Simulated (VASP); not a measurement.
These are PBE GGA with D3 dispersion (Becke-Johnson damping), VASP's PBE PAW potentials (set 64) (plane waves; VASP 6.6.1) values and carry that method's errors.

Input for VASP

File KPOINTS:
```
K-points
0
Gamma
  11 11 11
0 0 0
```

INCAR:
```
ENCUT = 520
IVDW = 12
GGA = PE   # PBE
SYSTEM = PdIn
LREAL = .False.
NELM = 100   # most electronic steps
LASPH = .True.
ISIF = 2   # forces and stress, cell fixed
EDIFF = 1E-7   # SCF stop (eV)
LWAVE = .False.
LCHARG = .False.
SIGMA = 0.1   # width (eV)
PREC = Accurate
ISMEAR = 1   # Methfessel-Paxton
LMAXMIX = 4   # l cut-off of mixed one-centre charges
ALGO = Normal   # blocked Davidson
```

**POSCAR**
```
PdIn
6.523270
  0.5000000020   0.0000000000   0.0000000000
  0.0000000000   0.5000000020   0.0000000000
  0.0000000000   0.0000000000   0.5000000020
In Pd
1 1
Cartesian
  0.2500000010   0.2500000010   0.2500000010
  0.0000000000   0.0000000000   0.0000000000
```

POTCAR, in this order: In_d Pd (PBE.64 set). Program: vasp_std.

The resulting files:

OUTCAR:
```
 ion  position               nearest neighbor table
   1  0.500  0.500  0.500-   2 2.82   2 2.82   2 2.82   2 2.82   2 2.82   2 2.82   2 2.82   2 2.82
  LATTYP: Found a simple cubic cell.
 ALAT       =     3.2616350132
 Subroutine PRICEL returns:
 Original cell was already a primitive cell.
 Subroutine GETGRP returns: Found 48 space group operations
The static configuration has the point symmetry O_h .
The dynamic configuration has the point symmetry O_h .
 Subroutine INISYM returns: Found 48 space group operations
 Subroutine IBZKPT returns following result:
 Found     56 irreducible k-points:

 Following reciprocal coordinates:
            Coordinates               Weight
  0.000000  0.000000  0.000000      1.000000
  0.090909  0.000000  0.000000      6.000000
  0.181818  0.000000  0.000000      6.000000
  0.272727  0.000000  0.000000      6.000000
  0.363636  0.000000  0.000000      6.000000
  0.454545  0.000000  0.000000      6.000000
  0.090909  0.090909  0.000000     12.000000
  0.181818  0.090909  0.000000     24.000000
  0.272727  0.090909  0.000000     24.000000
  0.363636  0.090909  0.000000     24.000000
  0.454545  0.090909  0.000000     24.000000
  0.181818  0.181818  0.000000     12.000000
  0.272727  0.181818  0.000000     24.000000
  0.363636  0.181818  0.000000     24.000000
  0.454545  0.181818  0.000000     24.000000
  0.272727  0.272727  0.000000     12.000000
  0.363636  0.272727  0.000000     24.000000
  0.454545  0.272727  0.000000     24.000000
  0.363636  0.363636  0.000000     12.000000
  0.454545  0.363636  0.000000     24.000000
  0.454545  0.454545  0.000000     12.000000
  0.090909  0.090909  0.090909      8.000000
  0.181818  0.090909  0.090909     24.000000
  0.272727  0.090909  0.090909     24.000000
  0.363636  0.090909  0.090909     24.000000
  0.454545  0.090909  0.090909     24.000000
  0.181818  0.181818  0.090909     24.000000
  0.272727  0.181818  0.090909     48.000000
  0.363636  0.181818  0.090909     48.000000
  0.454545  0.181818  0.090909     48.000000
  0.272727  0.272727  0.090909     24.000000
  0.363636  0.272727  0.090909     48.000000
  0.454545  0.272727  0.090909     48.000000
  0.363636  0.363636  0.090909     24.000000
  0.454545  0.363636  0.090909     48.000000
  0.454545  0.454545  0.090909     24.000000
  0.181818  0.181818  0.181818      8.000000
  0.272727  0.181818  0.181818     24.000000
  0.363636  0.181818  0.181818     24.000000
  0.454545  0.181818  0.181818     24.000000
   k-points           NKPTS =     56   k-points in BZ     NKDIM =     56   number of bands    NBANDS=     15
   number of dos      NEDOS =    301   number of ions     NIONS =      2
   total plane-waves  NPLWV =  13824
   dimension x,y,z NGX =    24 NGY =   24 NGZ =   24
   dimension x,y,z NGXF=    48 NGYF=   48 NGZF=   48
   ions per type =               1   1
   PREC   = accura    normal or accurate (medium, high low for compatibility)
   ISTART =      0    job   : 0-new  1-cont  2-samecut
   ICHARG =      2    charge: 1-file 2-atom 10-const
   ISPIN  =      1    spin polarized calculation?
   LNONCOLLINEAR =      F non collinear calculations
   LSORBIT =      F    spin-orbit coupling
   INIWAV =      1    electr: 0-lowe 1-rand  2-diag
   ENCUT  =  520.0 eV  38.22 Ry    6.18 a.u.   6.06  6.06  6.06*2*pi/ulx,y,z
   NELM   =    100;   NELMIN=  2; NELMDL= -5     # of ELM steps
   EDIFF  = 0.1E-06   stopping-criterion for ELM
   LREAL  =      F    real-space projection
   NLSPLINE    = F    spline interpolate recip. space projectors
   LMAXMIX     =    4 max onsite mixed and CHGCAR
   VOSKOWN=      0    Vosko Wilk Nusair interpolation
...
```

OSZICAR:
```
       N       E                     dE             d eps       ncg     rms          rms(c)
DAV:   1     0.166620370507E+03    0.16662E+03   -0.11566E+04  1680   0.200E+03
DAV:   2    -0.928115346302E+00   -0.16755E+03   -0.16326E+03  1764   0.420E+02
DAV:   3    -0.880430902501E+01   -0.78762E+01   -0.78387E+01  2128   0.957E+01
DAV:   4    -0.893605673140E+01   -0.13175E+00   -0.13173E+00  1987   0.119E+01
DAV:   5    -0.894262191886E+01   -0.65652E-02   -0.65651E-02  2546   0.236E+00    0.666E+00
DAV:   6    -0.877151663051E+01    0.17111E+00   -0.41610E-01  2037   0.100E+01    0.315E+00
DAV:   7    -0.873569541443E+01    0.35821E-01   -0.72936E-02  2251   0.536E+00    0.137E+00
DAV:   8    -0.872921888188E+01    0.64765E-02   -0.19068E-02  1946   0.143E+00    0.388E-01
DAV:   9    -0.872851781224E+01    0.70107E-03   -0.19195E-03  2205   0.783E-01    0.522E-02
DAV:  10    -0.872852343609E+01   -0.56238E-05   -0.49557E-05  2352   0.115E-01    0.234E-02
DAV:  11    -0.872852476135E+01   -0.13253E-05   -0.49198E-06  1989   0.247E-02    0.303E-03
DAV:  12    -0.872852515670E+01   -0.39534E-06   -0.37179E-07  2163   0.637E-03    0.272E-03
DAV:  13    -0.872852506740E+01    0.89296E-07   -0.19911E-08  1134   0.165E-03
   1 F= -.98097301E+01 E0= -.98093279E+01  d E =-.120649E-02
```

**OUTCAR**
```
------------------------ aborting loop because EDIFF is reached ----------------------------------------
 Edisp (eV)   -1.08121
  FORCE on cell =-STRESS in cart. coord.  units (eV):
  Direction    XX          YY          ZZ          XY          YZ          ZX
  --------------------------------------------------------------------------------------
  Total      -0.06549    -0.06549    -0.06549     0.00000     0.00000    -0.00000
  in kB      -3.02398    -3.02398    -3.02398     0.00000     0.00000    -0.00000
  external pressure =       -3.02 kB  Pullay stress =        0.00 kB
  volume of cell :       34.70
      direct lattice vectors                 reciprocal lattice vectors
     3.261635013  0.000000000  0.000000000     0.306594697  0.000000000  0.000000000
     0.000000000  3.261635013  0.000000000     0.000000000  0.306594697  0.000000000
     0.000000000  0.000000000  3.261635013     0.000000000  0.000000000  0.306594697
 POSITION                                       TOTAL-FORCE (eV/Angst)
 -----------------------------------------------------------------------------------
      1.63082      1.63082      1.63082         0.000000      0.000000      0.000000
      0.00000      0.00000      0.00000         0.000000      0.000000      0.000000
 -----------------------------------------------------------------------------------
    total drift:                                0.000000      0.000000     -0.000000
  FREE ENERGIE OF THE ION-ELECTRON SYSTEM (eV)
  ---------------------------------------------------
  free  energy   TOTEN  =        -9.8097300752 eV

  energy  without entropy=       -9.8085235896  energy(sigma->0) =       -9.80932791
```
(Selected blocks of OUTCAR.)

File OUTCAR:
```
 val. band max:       10.6168158852   @ k =   0.4545   0.4545   0.2727

 cond. band min:      10.6314514086   @ k =   0.3636   0.1818   0.1818


 Fermi energy:        10.6196330929

 k-point     1 :       0.0000    0.0000    0.0000
  band No.  band energies     occupation
      1      -4.3554      2.00000
      2      -4.3554      2.00000
      3      -3.9360      2.00000
      4      -3.9360      2.00000
      5      -3.9360      2.00000
      6       0.4985      2.00000
      7       6.7796      2.00000
      8       6.7796      2.00000
      9       8.3466      2.00000
     10       8.3466      2.00000
     11       8.3466      2.00000
     12      14.8766      0.00000
     13      14.8766      0.00000
     14      14.8766      0.00000
     15      20.1987      0.00000

 k-point     2 :       0.0909    0.0000    0.0000
  band No.  band energies     occupation
      1      -4.3506      2.00000
      2      -4.3267      2.00000
      3      -3.9447      2.00000
      4      -3.9447      2.00000
      5      -3.9333      2.00000
      6       0.6308      2.00000
      7       6.7806      2.00000
      8       6.8021      2.00000
      9       8.2465      2.00000
     10       8.2465      2.00000
     11       8.3405      2.00000
     12      13.9813      0.00000
     13      15.1426      0.00000
     14      15.1426      0.00000
     15      20.5325      0.00000

 k-point     3 :       0.1818    0.0000    0.0000
  band No.  band energies     occupation
      1      -4.3379      2.00000
      2      -4.2500      2.00000
      3      -3.9679      2.00000
      4      -3.9679      2.00000
      5      -3.9263      2.00000
      6       1.0266      2.00000
      7       6.7834      2.00000
      8       6.8213      2.00000
      9       8.0010      2.00000
     10       8.0010      2.00000
     11       8.3239      2.00000
     12      12.3054     -0.00000
     13      15.8844      0.00000
     14      15.8844      0.00000
     15      20.6679      0.00000
...
```

Unless said otherwise, spin-orbit coupling is left out, though it shifts the bands of the heavy elements here.

The compound is PdIn in the CsCl type structure. It was relaxed first. The electron count is odd and the run is not spin-polarised, which forces a metal.
